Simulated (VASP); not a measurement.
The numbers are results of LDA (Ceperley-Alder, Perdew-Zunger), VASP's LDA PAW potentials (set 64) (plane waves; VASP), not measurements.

Input for VASP

POSCAR:
```
V
1
   -1.5150000000     1.5150000000     1.5150000000
    1.5150000000    -1.5150000000     1.5150000000
    1.5150000000     1.5150000000    -1.5150000000
V
1
Direct
  0.0000000000   0.0000000000   0.0000000000
```

### INCAR
```
NSW=60   ! most ionic steps
ISMEAR=1   ! Methfessel-Paxton
LASPH=.TRUE.
LREAL=.FALSE.   ! projection in real space or not
ISIF=3
ENCUT=400   ! plane-wave cut-off (eV)
LWAVE=.FALSE.
NELM=100
SYSTEM=V
LMAXMIX=4
ALGO=Normal
IBRION=2
SIGMA=0.1   ! width (eV)
EDIFFG=-0.01   ! ionic stop
LCHARG=.FALSE.
PREC=Accurate
EDIFF=1E-6
```

KPOINTS:
```
Automatic mesh
0
Gamma
15 15 15
0 0 0
```

POTCAR, in this order: V_sv (LDA.64 set). Program: vasp_std.

**Question.** What will the output report for the number of irreducible k-points (NKPTS), largest plane-wave count, number of space-group operations, FFT grid (NGX, NGY, NGZ)?

**Answer.** 
```json
{
  "number of irreducible k-points (NKPTS)": "120",
  "largest_plane_wave_count": "261",
  "number_of_space_group_operations": "48",
  "FFT grid (NGX, NGY, NGZ)": "18 × 18 × 18"
}
```

The compound is V in the bcc structure. This run relaxes it. Symmetry was kept, so distortions that lower it aren't found. The run is not spin-polarised, so no magnetic state was tried.
